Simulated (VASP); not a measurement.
The input files of a VASP run:

INCAR:
```
LMAXMIX=4
LCHARG=.False.
ALGO=Normal   ! blocked Davidson
LREAL=.False.   ! projection in real space or not
NELM=100
LASPH=.True.
ISMEAR=0
ENCUT=300   ! plane-wave cut-off (eV)
EDIFF=1E-6
PREC=Accurate
GGA=PE   ! PBE
SYSTEM=CdSiP2
ISIF=2   ! forces and stress, cell fixed
LWAVE=.False.
SIGMA=0.272   ! width (eV)
```

### POSCAR
```
CdSiP2
1
   -2.7209320000     2.7209320000     5.3621230000
    2.7209320000    -2.7209320000     5.3621230000
    2.7209320000     2.7209320000    -5.3621230000
Cd Si P
2 2 4
Direct
  0.7500000000   0.2500000000   0.5000000000
  0.0000000000   0.0000000000   0.0000000000
  0.2500000000   0.7500000000   0.5000000000
  0.5000000000   0.5000000000   0.0000000000
  0.1324000000   0.1250000000   0.5074000000
  0.6176000000   0.6250000000   0.4926000000
  0.3750000000   0.8676000000   0.9926000000
  0.8750000000   0.3824000000   0.0074000000
```

**KPOINTS**
```
Automatic mesh
0
Gamma
6 6 6
0 0 0
```

POTCAR, in this order: Cd Si P (PBE.64 set). Program: vasp_std.

### Question
Write an equivalent input for Ansatz.

### Answer
One equivalent input (not run):
Ansatz 0.2 input:
```yaml
crystal:
  lattice:
    - [-2.7209320, 2.7209320, 5.3621230]
    - [2.7209320, -2.7209320, 5.3621230]
    - [2.7209320, 2.7209320, -5.3621230]
  atoms:
    - { symbol: Cd, position: [0.7500000, 0.2500000, 0.5000000] }
    - { symbol: Cd, position: [0.0000000, 0.0000000, 0.0000000] }
    - { symbol: Si, position: [0.2500000, 0.7500000, 0.5000000] }
    - { symbol: Si, position: [0.5000000, 0.5000000, 0.0000000] }
    - { symbol: P, position: [0.1324000, 0.1250000, 0.5074000] }
    - { symbol: P, position: [0.6176000, 0.6250000, 0.4926000] }
    - { symbol: P, position: [0.3750000, 0.8676000, 0.9926000] }
    - { symbol: P, position: [0.8750000, 0.3824000, 0.0074000] }
kpoints:
  mp_grid: { grid: [6, 6, 6] }
hamiltonian:
  xc: pbe
  pseudopotentials: { kind: paw }
scf:
  occupations: { method: gaussian, width: 0.272 }
  max_iter: 100
output: { forces: true, stress: true, eigenvalues: true }
```
The two are equivalent in intent, not identical: each code has its own PAW files, so the cut-off isn't converted (ENCUT is set for VASP's; basis.ecutwfc is left out, and Ansatz then takes the one that its files recommend); Ansatz stops its SCF on the density residual and VASP on the energy change (EDIFF).

The structure was generated: CdSiP2 was put into an ordered model structure, which need not be its known phase. The cell was not relaxed at this level.
